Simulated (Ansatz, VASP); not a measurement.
## Sr3Bi in VASP and in Ansatz

File INCAR:

```
  PREC = Accurate
  ENCUT = 600
  EDIFF = 1E-6
  ISMEAR = 0
  SIGMA = 0.1
  LREAL = F
  LASPH = T
  NELM = 100
  ALGO = Normal
  ISIF = 3
  LWAVE = F
  LCHARG = F
  GGA = PE
  IBRION = 2
  NSW = 90
  EDIFFG = -0.04
```

The input KPOINTS:

```
regular mesh
0
Gamma
  4 4 4
```

POSCAR

```
Sr3Bi
1.0
    0.0000000000      4.7016022400      4.7016022400
    4.7016022400      0.0000000000      4.7016022400
    4.7016022400      4.7016022400      0.0000000000
Sr Bi
3 1
Direct
    0.5000000000      0.5000000000      0.5000000000
    0.2500000000      0.2500000000      0.2500000000
    0.7500000000      0.7500000000      0.7500000000
    0.0000000000      0.0000000000      0.0000000000
```

Input for Ansatz:

```yaml
crystal:
  lattice:
    - [0.0, 4.70160224, 4.70160224]
    - [4.70160224, 0.0, 4.70160224]
    - [4.70160224, 4.70160224, 0.0]
  atoms:
    - { symbol: Sr, position: [0.5, 0.5, 0.5] }
    - { symbol: Sr, position: [0.25, 0.25, 0.25] }
    - { symbol: Sr, position: [0.75, 0.75, 0.75] }
    - { symbol: Bi, position: [0.0, 0.0, 0.0] }
basis:
  ecutwfc: 420
kpoints:
  mp_grid: { grid: [4, 4, 4] }
hamiltonian:
  xc: pbe
scf:
  occupations: { method: gaussian, width: 0.1 }
  lower_state_search: "off"
output:
  forces: true
  stress: true
  eigenvalues: true
relax:
  adjacent_minimum: "off"
  f_tol: 0.04
  max_steps: 70
  cell: { stress_tol: 0.4 }
```

Alike in both runs: task relaxation of cell and atoms; functional PBE; k mesh 4 × 4 × 4; occupations gaussian, width 0.1 eV; no spin polarisation.

|  | VASP | Ansatz |
| --- | --- | --- |
| version | VASP 6.6.1 | Ansatz 0.2.0 |
| potentials or method | VASP PAW PBE potentials, release 64 (Sr_sv, Bi_d) | scalar-relativistic, plane waves, PAW |
| plane-wave cutoff (eV) | 600 | 420 |
| valence electrons in the cell | 45 | 45 |

|  | VASP | Ansatz | Ansatz less VASP |
| --- | --- | --- | --- |
| gap on the k mesh at the Fermi level, each at its own relaxed structure (eV) | none | none | - |
| relaxed volume (Å³/atom) | 42.00 | 41.39 | -0.612 |
| relaxed cell length with the largest relative difference (Å) | 6.194 | 6.163 | -0.0303 |
| energy change over the relaxation (meV/atom) | -83 | -84 | -0.4 |

A gap of «none» marks a metal or a gap that the smearing closes.

Caveats: the volume moved by over 15 % at a fixed basis, so the end points are rough (VASP); spin-orbit coupling is left out, which moves the levels of the heavy elements.
